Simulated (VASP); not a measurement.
Here is the system:

```xyz
4
Lattice="4.5294 0.0000 0.0000 0.0000 4.5294 0.0000 0.0000 0.0000 6.3137" Properties=species:S:1:pos:R:3 pbc="T T T"
Tl     0.0000     0.0000     0.0000
Bi     2.2647     2.2647     3.1568
Te     0.0000     0.0000     3.1568
Te     2.2647     2.2647     0.0000
```

Calculation: PBEsol GGA, VASP's PBE PAW potentials (set 64) (plane waves; VASP 6.6.1). Numerical set-up: 400 eV cut-off, Gaussian smearing of 0.050 eV, potentials Tl_d Bi_d Te.

Unless said otherwise, spin-orbit coupling is left out, though it shifts the bands of the heavy elements here.

Question: Estimate the band gap (along the path) with the smallest direct gap where there is one.

Answer: 
- band gap (along the path) = none (metal, semimetal or under 0.01 eV)

Only differences to runs with the same potentials and settings are physical.

The structure comes from a computed database's TlBiTe2 entry (P4/mmm); how it stands against other phases isn't given here. It was relaxed first, which changed the volume by -5 %.
